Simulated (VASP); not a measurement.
# ZrTi7N8 (Fm-3m) in VASP: a series of runs

Runs on ZrTi7N8. Level: PBEsol. Tasks: relaxation of cell and atoms.

All numbers are computed with VASP 6.6.1; they aren't measurements. Logs are shortened: lines on timing, memory, paths and dates and some standing lists are left out, and cuts for length are marked.

## Step 1: The structure

The structure is cubic, space group Fm-3m (No. 225). Conventional cell: a = 8.566 Å, b = 8.566 Å, c = 8.566 Å, α = 90.00°, β = 90.00°, γ = 90.00°. Zr (site symmetry m-3m) is surrounded by 6 N at 2.14 Å. Ti (site symmetry mmm) is surrounded by 6 N at 2.14 Å. Ti (site symmetry m-3m) is surrounded by 6 N at 2.14 Å. N (site symmetry -43m) has 6 Ti at 2.14 Å as nearest neighbours. N (site symmetry 4mm) has 1 Zr at 2.14 Å and 5 Ti at 2.14 Å as nearest neighbours.

The cell was built by a generator and needn't be a form met in nature.

## Step 2: Relaxation of cell and atoms, PBEsol

Input file INCAR:

```
SYSTEM = ZrTi7N8
  PREC = Accurate
  ENCUT = 600
  EDIFF = 1E-6
  ISMEAR = 1
  SIGMA = 0.1
  LREAL = .False.
  LASPH = .True.
  NELM = 80
  ALGO = Normal
  ISIF = 3
  LWAVE = .False.
  LCHARG = .False.
  GGA = PS
  IBRION = 2
  NSW = 90
  EDIFFG = -0.01
  LUSENCCL = .False.
```

Input file KPOINTS:

```
regular mesh
0
Gamma
  8 8 8
  0 0 0
```

Input file POSCAR:

```
ZrTi7N8
1.0
   -4.2832500000     -4.2832500000      0.0000000000
    0.0000000000     -4.2832500000      4.2832500000
   -4.2832500000      0.0000000000      4.2832500000
Zr Ti N
1 7 8
Direct
    0.5000000000      0.0000000000      0.0000000000
    0.0000000000      0.0000000000      0.0000000000
    0.5000000000      0.5000000000      0.0000000000
    0.0000000000      0.5000000000      0.0000000000
    0.5000000000      0.0000000000      0.5000000000
    0.0000000000      0.0000000000      0.5000000000
    0.5000000000      0.5000000000      0.5000000000
    0.0000000000      0.5000000000      0.5000000000
    0.7500000000      0.2500000000      0.2500000000
    0.2500000000      0.2500000000      0.2500000000
    0.7500000000      0.7500000000      0.2500000000
    0.2500000000      0.7500000000      0.2500000000
    0.7500000000      0.2500000000      0.7500000000
    0.2500000000      0.2500000000      0.7500000000
    0.7500000000      0.7500000000      0.7500000000
    0.2500000000      0.7500000000      0.7500000000
```

Potentials or basis: VASP PAW PBE potentials, release 64 (Zr_sv, Ti_sv, N).

Run with:

```
$ cat potpaw_PBE.64/Zr_sv/POTCAR potpaw_PBE.64/Ti_sv/POTCAR potpaw_PBE.64/N/POTCAR > POTCAR
$ mpirun -np 1 vasp_std > vasp.out
```

OUTCAR:

```text
SYSTEM = ZrTi7N8
   PREC = Accurate
   ENCUT = 600
   EDIFF = 1E-6
   ISMEAR = 1
   LREAL = .False.
   LASPH = .True.
   NELM = 80
   ISIF = 3
   GGA = PS
   IBRION = 2
   NSW = 90
   EDIFFG = -0.01

 ion  position               nearest neighbor table
   1  0.500  0.000  0.000-  10 2.14  11 2.14  12 2.14  13 2.14  14 2.14  15 2.14   2 3.03   3 3.03
                             5 3.03   5 3.03   6 3.03   7 3.03   3 3.03   4 3.03   7 3.03   2 3.03
   2  0.000  0.000  0.000-   9 2.14  11 2.14  12 2.14  13 2.14  14 2.14  16 2.14   1 3.03   1 3.03

   3  0.500  0.500  0.000-   9 2.14  10 2.14  12 2.14  13 2.14  15 2.14  16 2.14   1 3.03   1 3.03

   4  0.000  0.500  0.000-   9 2.14  10 2.14  11 2.14  14 2.14  15 2.14  16 2.14   1 3.03   1 3.03

   5  0.500  0.000  0.500-   9 2.14  10 2.14  11 2.14  14 2.14  15 2.14  16 2.14   1 3.03   1 3.03

   6  0.000  0.000  0.500-   9 2.14  10 2.14  12 2.14  13 2.14  15 2.14  16 2.14   1 3.03   1 3.03

   7  0.500  0.500  0.500-   9 2.14  11 2.14  12 2.14  13 2.14  14 2.14  16 2.14   1 3.03   1 3.03

   8  0.000  0.500  0.500-  10 2.14  11 2.14  12 2.14  13 2.14  14 2.14  15 2.14
   9  0.750  0.250  0.250-   2 2.14   3 2.14   4 2.14   5 2.14   6 2.14   7 2.14
  10  0.250  0.250  0.250-   1 2.14   3 2.14   4 2.14   5 2.14   6 2.14   8 2.14
  11  0.750  0.750  0.250-   1 2.14   2 2.14   4 2.14   5 2.14   7 2.14   8 2.14
  12  0.250  0.750  0.250-   1 2.14   2 2.14   3 2.14   6 2.14   7 2.14   8 2.14
  13  0.750  0.250  0.750-   1 2.14   2 2.14   3 2.14   6 2.14   7 2.14   8 2.14
  14  0.250  0.250  0.750-   1 2.14   2 2.14   4 2.14   5 2.14   7 2.14   8 2.14
  15  0.750  0.750  0.750-   1 2.14   3 2.14   4 2.14   5 2.14   6 2.14   8 2.14
  16  0.250  0.750  0.750-   2 2.14   3 2.14   4 2.14   5 2.14   6 2.14   7 2.14

  LATTYP: Found a face centered cubic cell.
 ALAT       =     8.5665000000

  Lattice vectors:

 A1 = (  -4.2832500000,  -4.2832500000,   0.0000000000)
 A2 = (   0.0000000000,  -4.2832500000,   4.2832500000)
 A3 = (  -4.2832500000,   0.0000000000,   4.2832500000)

Analysis of symmetry for initial positions (statically):
=====================================================================
 Subroutine PRICEL returns:
 Original cell was already a primitive cell.

 Routine SETGRP: Setting up the symmetry group for a
 face centered cubic supercell.

 Subroutine GETGRP returns: Found 48 space group operations
 (whereof  8 operations were pure point group operations)
 out of a pool of 48 trial point group operations.

The static configuration has the point symmetry D_2h.
 The point group associated with its full space group is O_h .

Analysis of symmetry for dynamics (positions and initial velocities):
=====================================================================
 Subroutine PRICEL returns:
 Original cell was already a primitive cell.

 Routine SETGRP: Setting up the symmetry group for a
 face centered cubic supercell.

 Subroutine GETGRP returns: Found 48 space group operations
 (whereof  8 operations were pure point group operations)
 out of a pool of 48 trial point group operations.

The dynamic configuration has the point symmetry D_2h.
 The point group associated with its full space group is O_h .

 Subroutine INISYM returns: Found 48 space group operations
 (whereof  8 operations are pure point group operations),
 and found     1 'primitive' translations

----------------------------------------------------------------------------------------

                                     Primitive cell

  volume of cell :     157.1630

  direct lattice vectors                    reciprocal lattice vectors
    -4.283250000 -4.283250000  0.000000000    -0.116733789 -0.116733789 -0.116733789
     0.000000000 -4.283250000  4.283250000     0.116733789 -0.116733789  0.116733789
    -4.283250000  0.000000000  4.283250000    -0.116733789  0.116733789  0.116733789

  length of vectors
     6.057430241  6.057430241  6.057430241     0.202188853  0.202188853  0.202188853

  position of ions in fractional coordinates (direct lattice)
     0.500000000  0.000000000  0.000000000
     0.000000000  0.000000000  0.000000000
     0.500000000  0.500000000  0.000000000
     0.000000000  0.500000000  0.000000000
     0.500000000  0.000000000  0.500000000
     0.000000000  0.000000000  0.500000000
[... 8 lines left out ...]
     0.750000000  0.750000000  0.750000000
     0.250000000  0.750000000  0.750000000

  ion indices of the primitive-cell ions
   primitive index   ion index
                 1           1
                 2           2
                 3           3
                 4           4
                 5           5
                 6           6
[... 8 lines left out ...]
                15          15
                16          16

----------------------------------------------------------------------------------------

 KPOINTS: regular mesh

Automatic generation of k-mesh.
 Grid dimensions read from file:
 generate k-points for:    8    8    8

 Generating k-lattice:

  Cartesian coordinates                     Fractional coordinates (reciprocal lattice)
    -0.014591724 -0.014591724 -0.014591724     0.125000000  0.000000000  0.000000000
     0.014591724 -0.014591724  0.014591724     0.000000000  0.125000000  0.000000000
    -0.014591724  0.014591724  0.014591724     0.000000000  0.000000000  0.125000000

  Length of vectors
     0.025273607  0.025273607  0.025273607

  Shift w.r.t. Gamma in fractional coordinates (k-lattice)
     0.000000000  0.000000000  0.000000000

 Subroutine IBZKPT returns following result:
 ===========================================

 Found     29 irreducible k-points:

 Following reciprocal coordinates:
            Coordinates               Weight
  0.000000  0.000000  0.000000      1.000000
  0.125000  0.000000  0.000000      8.000000
  0.250000  0.000000  0.000000      8.000000
  0.375000  0.000000  0.000000      8.000000
  0.500000  0.000000  0.000000      4.000000
  0.125000  0.125000  0.000000      6.000000
[... 16 lines left out ...]
  0.500000  0.250000  0.125000     48.000000
 -0.375000  0.250000  0.125000     24.000000
 [... further k-points ...]
   k-points           NKPTS =     29   k-points in BZ     NKDIM =     29   number of bands    NBANDS=     81
   number of dos      NEDOS =    301   number of ions     NIONS =     16
   total plane-waves  NPLWV = 110592
   dimension x,y,z NGX =    48 NGY =   48 NGZ =   48
   dimension x,y,z NGXF=    96 NGYF=   96 NGZF=   96
   ions per type =               1   7   8
   NGX,Y,Z   is equivalent  to a cutoff of  13.17, 13.17, 13.17 a.u.
   NGXF,Y,Z  is equivalent  to a cutoff of  26.35, 26.35, 26.35 a.u.
 SYSTEM =  ZrTi7N8
   PREC   = accura    normal or accurate (medium, high low for compatibility)
   ISTART =      0    job   : 0-new  1-cont  2-samecut
   ICHARG =      2    charge: 1-file 2-atom 10-const
   ISPIN  =      1    spin polarized calculation?
   LNONCOLLINEAR =      F non collinear calculations
   LSORBIT =      F    spin-orbit coupling
   LASPH  =      T    aspherical Exc in radial PAW
   ENCUT  =  600.0 eV  44.10 Ry    6.64 a.u.  12.10 12.10 12.10*2*pi/ulx,y,z
   NELM   =     80;   NELMIN=  2; NELMDL= -5     # of ELM steps
   EDIFF  = 0.1E-05   stopping-criterion for ELM
   LREAL  =      F    real-space projection
   EDIFFG = -.1E-01   stopping-criterion for IOM
   NSW    =     90    number of steps for IOM
   IBRION =      2    ionic relax: 0-MD 1-quasi-New 2-CG
   NFREE  =      1    steps in history (QN), initial steepest desc. (CG)
   ISIF   =      3    stress and relaxation
   ISYM   =      2    0-nonsym 1-usesym 2-fastsym
   POTIM  = 0.5000    time-step for ionic-motion
   TEBEG  =    0.0;   TEEND  =   0.0 temperature during run
   PSTRESS=    0.0 pullay stress
   NELECT =     136.0000    total number of electrons
   NUPDOWN=      -1.0000    fix difference up-down
   EMIN   =  10.00;   EMAX   =-10.00  energy-range for DOS
   EFERMI =   0.00;   METHOD = LEGACY
   ISMEAR =     1;   SIGMA  =   0.10  broadening in eV -4-tet -1-fermi 0-gaus
   EFERMI_NEDOS =   21; number of points for ismear=-14 and -15
   IALGO  =     38    algorithm
   IMIX   =      4    mixing-type and parameters
     AMIX     =   0.40;   BMIX     =  1.00
     AMIX_MAG =   1.60;   BMIX_MAG =  1.00
  volume/ion in A,a.u.               =       9.82        66.29
  Fermi-wavevector in a.u.,A,eV,Ry     =   1.560047  2.948062 33.113138  2.433747
  Thomas-Fermi vector in A             =   2.663316
   LORBIT       =      0    0 simple, 1 ext, 2 COOP (PROOUT), +10 PAW based schemes
   GGA     = PS    functional components
   LHFCALC =     F    Hartree Fock is set to
   AEXX    =    0.0000 exact exchange contribution
   IVDW    =     0    specifies the selected vdW correction
   LEPSILON=     F    determine dielectric tensor
   LRPA    =     F    only Hartree local field effects (RPA)
 conjugate gradient relaxation of ions
 non-spin polarized calculation
 Methfessel and Paxton  Order N= 1 SIGMA  =   0.10
  energy-cutoff  :      600.00
  volume of cell :      157.16
 maximum number of plane-waves:      5297
   NGX = 25   NGY = 25   NGZ = 25

--------------------------------------- Ionic step        1  -------------------------------------------

 number of electron     136.0000017 magnetization

 Free energy of the ion-electron system (eV)
  ---------------------------------------------------
  ext. energy  EPLUGINS =         0.00000000
  ---------------------------------------------------
  free energy    TOTEN  =      -166.30340783 eV

  energy without entropy =     -166.29451097  energy(sigma->0) =     -166.30044221

------------------------ aborting loop because EDIFF is reached ----------------------------------------

  FORCE on cell =-STRESS in cart. coord.  units (eV):
  Direction    XX          YY          ZZ          XY          YZ          ZX
  --------------------------------------------------------------------------------------
  -------------------------------------------------------------------------------------
  Total       -4.1650597     -4.1650597     -4.1650597     -0.0000000      0.0000000     -0.0000000
  in kB      -42.4601518    -42.4601518    -42.4601518     -0.0000000      0.0000000     -0.0000000
  external PRESSURE =     -42.4601518 kB  Pullay stress =       0.0000000 kB
[... 185 lines left out ...]
  energy  without entropy=     -166.5084308503  energy(sigma->0) =     -166.51350536

--------------------------------------- Ionic step        5  -------------------------------------------

 number of electron     136.0000030 magnetization

 Free energy of the ion-electron system (eV)
  ---------------------------------------------------
  ext. energy  EPLUGINS =         0.00000000
  ---------------------------------------------------
  free energy    TOTEN  =      -166.53504429 eV

  energy without entropy =     -166.52699613  energy(sigma->0) =     -166.53236157

 E-fermi :  11.6521     XC(G=0): -13.2572

 val. band max:       11.6485368411   @ k =   0.5000   0.2500   0.1250
 cond. band min:      11.6547994805   @ k =   0.5000   0.2500   0.0000
 fundamental gap:      0.0062626394
 Fermi energy:        11.6520712626

 k-point     1 :       0.0000    0.0000    0.0000
  band No.  band energies     occupation
      1     -45.9269      2.00000
      2     -45.8532      2.00000
      3     -45.8532      2.00000
      4     -45.8532      2.00000
      5     -45.8226      2.00000
      6     -45.8226      2.00000
[... 1981 lines left out ...]
     79      13.4363     -0.00000
     80      13.4599     -0.00000

 [... further k-points ...]

 [bands above 80 left out]

------------------------ aborting loop because EDIFF is reached ----------------------------------------

  FORCE on cell =-STRESS in cart. coord.  units (eV):
  Direction    XX          YY          ZZ          XY          YZ          ZX
  --------------------------------------------------------------------------------------
  -------------------------------------------------------------------------------------
  Total       -0.0325507     -0.0325507     -0.0325507      0.0000000     -0.0000000      0.0000000
  in kB       -0.3380095     -0.3380095     -0.3380095      0.0000000     -0.0000000      0.0000000
  external PRESSURE =      -0.3380095 kB  Pullay stress =       0.0000000 kB
[... 31 lines left out ...]
  FREE ENERGIE OF THE ION-ELECTRON SYSTEM (eV)
  ---------------------------------------------------
  free  energy   TOTEN  =      -166.5350442925 eV

  energy  without entropy=     -166.5269961278  energy(sigma->0) =     -166.53236157

 reached required accuracy - stopping structural energy minimisation
```

Run time: 37 min. Hardware: 1 × NVIDIA H100 80GB with 1 thread of AMD EPYC 7R13 (Zen 3), shared host; peak memory 1.6 GiB.

Results:

* Free energy: -166.5350 eV
* Relaxed volume: 9.64 Å³/atom
* Relaxed cell: a = 6.020 Å, b = 6.020 Å, c = 6.020 Å, α = 60.00°, β = 60.00°, γ = 60.00°
* Space group after relaxing (to 0.05 Å): Fm-3m (No. 225)
* Energy gained by relaxing: 14.5 meV/atom
* Ionic steps: 5
* Pressure after relaxing: 0.0 GPa
* Band gap on the k mesh: none (metal or under the smearing width)

The path:
```tsv
step	energy change (eV)	largest force (eV/Å)	pressure (GPa)	volume (Å³)
1	0.0000	1.1679	-4.25	157.16
2	-0.1782	0.0163	5.84	151.32
3	-0.2064	0.3214	2.93	152.85
4	-0.2126	0.2640	-2.49	155.57
5	-0.2316	0.0017	-0.03	154.29
```

Final structure:
```xyz
16
Lattice="-4.2570 -4.2570 0.0000 0.0000 -4.2570 4.2570 -4.2570 0.0000 4.2570" Properties=species:S:1:pos:R:3 pbc="T T T"
Zr   -2.1285   -2.1285    0.0000
Ti    0.0000    0.0000    0.0000
Ti   -2.1285   -4.2570    2.1285
Ti    0.0000   -2.1285    2.1285
Ti   -4.2570   -2.1285    2.1285
Ti   -2.1285    0.0000    2.1285
Ti   -4.2570   -4.2570    4.2570
Ti   -2.1285   -2.1285    4.2570
N    -4.2570   -4.2570    2.1285
N    -2.1285   -2.1285    2.1824
N    -4.3109   -6.3855    4.2570
N    -2.1285   -4.2031    4.2570
N    -6.3855   -4.3109    4.2570
N    -4.2031   -2.1285    4.2570
N    -6.3855   -6.3855    6.3316
N    -4.2570   -4.2570    6.3855
```

Caveat: the PAW data sets were made with another functional, which shifts forces and pressure a little.

## Step 3: Relaxation of cell and atoms, PBEsol

This run uses another cell than the first one, of 9.64 Å³/atom, 0.982 times its volume.

INCAR: that of step 2 with these lines changed.

```diff
@@ -3,3 +3,3 @@
   ENCUT = 600
-  EDIFF = 1E-6
+  EDIFF = 1E-7
   ISMEAR = 1
@@ -16,3 +16,3 @@
   NSW = 90
-  EDIFFG = -0.01
+  EDIFFG = -0.005
   LUSENCCL = .False.
```

KPOINTS is that of step 2.

Input file POSCAR:

```
ZrTi7N8                                 
1.0
   -4.2570014997     -4.2570014997      0.0000000000
    0.0000000000     -4.2570014997      4.2570014997
   -4.2570014997      0.0000000000      4.2570014997
  Zr              Ti              N             
     1     7     8
Direct
     0.5000000000000000    0.0000000000000000    0.0000000000000000
     0.0000000000000000    0.0000000000000000    0.0000000000000000
     0.5000000000000000    0.5000000000000000    0.0000000000000000
     0.0000000000000000    0.5000000000000000    0.0000000000000000
     0.5000000000000000    0.0000000000000000    0.5000000000000000
     0.0000000000000000    0.0000000000000000    0.5000000000000000
     0.5000000000000000    0.5000000000000000    0.5000000000000000
     0.0000000000000000    0.5000000000000000    0.5000000000000000
     0.7500000000000000    0.2500000000000000    0.2500000000000000
     0.2436726688610095    0.2563273311389905    0.2563273311389905
     0.7563273311389906    0.7436726688610094    0.2563273311389905
     0.2436726688610095    0.7436726688610094    0.2563273311389905
     0.7563273311389906    0.2563273311389905    0.7436726688610094
     0.2436726688610094    0.2563273311389905    0.7436726688610094
     0.7563273311389906    0.7436726688610094    0.7436726688610094
     0.2500000000000000    0.7500000000000000    0.7500000000000000
```

Potentials or basis: VASP PAW PBE potentials, release 64 (Zr_sv, Ti_sv, N).

Run with:

```
$ cat potpaw_PBE.64/Zr_sv/POTCAR potpaw_PBE.64/Ti_sv/POTCAR potpaw_PBE.64/N/POTCAR > POTCAR
$ mpirun -np 1 vasp_std > vasp.out
```

It took 4.9 min on 1 × NVIDIA H100 80GB with 1 thread of AMD EPYC 7R13 (Zen 3), shared host; peak memory 1.6 GiB.

The run converged. Its results:

```yaml
Free_energy: -166.5292 eV
Pressure_after_relaxing: 0.0 GPa
Band_gap_on_the_k_mesh: none (metal or under the smearing width)
```

Final structure:
```
Zr Ti N
1.0
    -4.25700   -4.25700    0.00000
     0.00000   -4.25700    4.25700
    -4.25700    0.00000    4.25700
Zr Ti N
1 7 8
Direct
  0.50000 0.00000 0.00000
  0.00000 0.00000 0.00000
  0.50000 0.50000 0.00000
  0.00000 0.50000 0.00000
  0.50000 0.00000 0.50000
  0.00000 0.00000 0.50000
  0.50000 0.50000 0.50000
  0.00000 0.50000 0.50000
  0.75000 0.25000 0.25000
  0.24367 0.25633 0.25633
  0.75633 0.74367 0.25633
  0.24367 0.74367 0.25633
  0.75633 0.25633 0.74367
  0.24367 0.25633 0.74367
  0.75633 0.74367 0.74367
  0.25000 0.75000 0.75000
```

Levels at points of the mesh, in eV from the Fermi level:
```tsv
k point	band 64	band 65	band 66	band 67	band 68	band 69	band 70	band 71	band 72	band 73
(0.00, 0.00, 0.00)	-3.06	-2.11	-2.11	-2.11	-0.62	-0.62	-0.62	0.65	0.65	1.59
(0.50, 0.00, 0.00)	-4.36	-0.48	-0.48	-0.47	-0.37	-0.37	-0.26	0.45	0.45	0.62
(0.50, 0.50, 0.00)	-3.22	-2.15	-2.05	0.82	0.82	0.84	0.91	0.94	0.94	1.06
```

Caveat: the relaxation stopped at its first step, so nothing moved; the PAW data sets were made with another functional, which shifts forces and pressure a little.
